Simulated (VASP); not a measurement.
Crystal: Ga8Sb3P5.

```
Ga Sb P
1.0
     0.00000    5.70081    5.70081
     5.70081    0.00000    5.70081
     5.70081    5.70081    0.00000
Ga Sb P
8 3 5
Direct
  0.00000 0.00000 0.00000
  0.00000 0.00000 0.50000
  0.00000 0.50000 0.00000
  0.00000 0.50000 0.50000
  0.50000 0.00000 0.00000
  0.50000 0.00000 0.50000
  0.50000 0.50000 0.00000
  0.50000 0.50000 0.50000
  0.12500 0.12500 0.12500
  0.12500 0.12500 0.62500
  0.12500 0.62500 0.12500
  0.12500 0.62500 0.62500
  0.62500 0.12500 0.12500
  0.62500 0.12500 0.62500
  0.62500 0.62500 0.12500
  0.62500 0.62500 0.62500
```

The cell was built by a generator and needn't be a form met in nature.

* Program: VASP 6.6.1
* Task: relaxation of cell and atoms
* Functional: PBEsol
* Potentials or basis: VASP PAW PBE potentials, release 64 (Ga_d, Sb, P)
* Cutoff: 600 eV
* k mesh: 6 × 6 × 5
* Occupations: gaussian, width 0.03 eV
* Spin: no spin polarisation

At the start: pressure 1.1 GPa; volume 23.16 Å³/atom.

Problem. Where does the relaxation end?

Solution. Over 27 steps the energy falls by 67.9 meV/atom and the volume is 23.12 Å³/atom (-0.1 %); space group R3m (No. 160, to 0.05 Å).

Step by step:
```
step  energy change (eV)  largest force (eV/Å)  pressure (GPa)  volume (Å³)
   1              0.0000                2.1953            1.11       370.54
   2             -0.9057                0.8162           -1.31       379.20
   3             -0.9760                0.3764           -1.97       382.48
   4             -1.0670                0.3057            0.68       366.65
   5             -1.0754                0.2406            0.09       370.08
   6             -1.0843                0.0727            0.03       369.96
   7             -1.0849                0.0454            0.05       369.92
   8             -1.0855                0.0307           -0.07       370.35
   9             -1.0855                0.0197           -0.02       370.24
  10             -1.0855                0.0210           -0.05       370.26
  11             -1.0855                0.0201           -0.03       370.25
  12             -1.0857                0.0172            0.02       370.09
  13             -1.0857                0.0190            0.00       370.06
  14             -1.0857                0.0232            0.03       369.98
  15             -1.0858                0.0178           -0.05       370.14
  16             -1.0858                0.0186           -0.02       370.14
  17             -1.0859                0.0203            0.02       370.03
  18             -1.0860                0.0224            0.02       369.97
  19             -1.0860                0.0272            0.05       369.86
  20             -1.0860                0.0259            0.03       369.88
  21             -1.0861                0.0220            0.00       369.95
  22             -1.0862                0.0234           -0.01       370.09
  23             -1.0863                0.0141           -0.01       370.08
  24             -1.0863                0.0207            0.01       370.05
  25             -1.0864                0.0136           -0.02       370.10
  26             -1.0864                0.0122           -0.03       370.12
  27             -1.0864                0.0038            0.03       370.00
```

Final structure:
```xyz
16
Lattice="-0.0114 5.7037 5.7037 5.6923 0.0000 5.6923 5.6923 5.6923 0.0000" Properties=species:S:1:pos:R:3 pbc="T T T"
Ga    0.0895    5.6028    5.6028
Ga    8.5260    8.5509   11.2288
Ga    8.5260   11.2288    8.5509
Ga    5.8481    8.5509    8.5509
Ga   11.2903    8.6160    8.6160
Ga    8.4609    5.7866    8.6160
Ga    8.4609    8.6160    5.7866
Ga    5.6717    5.7130    5.7130
Sb    1.4200    1.4290    1.4290
Sb    4.2634    4.2724    1.4290
Sb    4.2634    1.4290    4.2724
P     7.1128    4.2718    4.2718
P     1.4296    4.2627    4.2627
P     4.2511    7.1335    4.2750
P     4.2511    4.2750    7.1335
P     7.1096    7.1335    7.1335
```

Caveat: the PAW data sets were made with another functional, which shifts forces and pressure a little.
